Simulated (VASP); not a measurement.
Here is the system:

```xyz
2
Lattice="3.0811 0.0000 0.0000 0.0000 3.0811 0.0000 0.0000 0.0000 3.0811" Properties=species:S:1:pos:R:3 pbc="T T T"
Sn     0.0000     0.0000     0.0000
O      1.5406     1.5406     1.5406
```

These are PBEsol GGA, VASP's PBE PAW potentials (set 64) (plane waves; VASP) values and carry that method's errors. Settings: 520 eV cut-off, 8×8×8 Γ-centred mesh, Gaussian smearing of 0.050 eV, potentials Sn_d O.

Unless said otherwise, spin-orbit coupling is left out, though it shifts the bands of the heavy elements here.

Problem. Predict the energy per atom (σ→0), band gap (on the k-mesh) with the smallest direct gap where there is one.

Solution. 
```
Quantity                                                     Value
------------------------  ----------------------------------------
band gap (on the k-mesh)  none (metal, semimetal or under 0.01 eV)
energy per atom (σ→0)                       -512.6 kJ/mol of atoms
```

The structure was generated: SnO was put into the CsCl type type (Pm-3m), which need not be its known phase. It was relaxed first, which changed the volume by +55 %. The start is the result of an earlier pass.
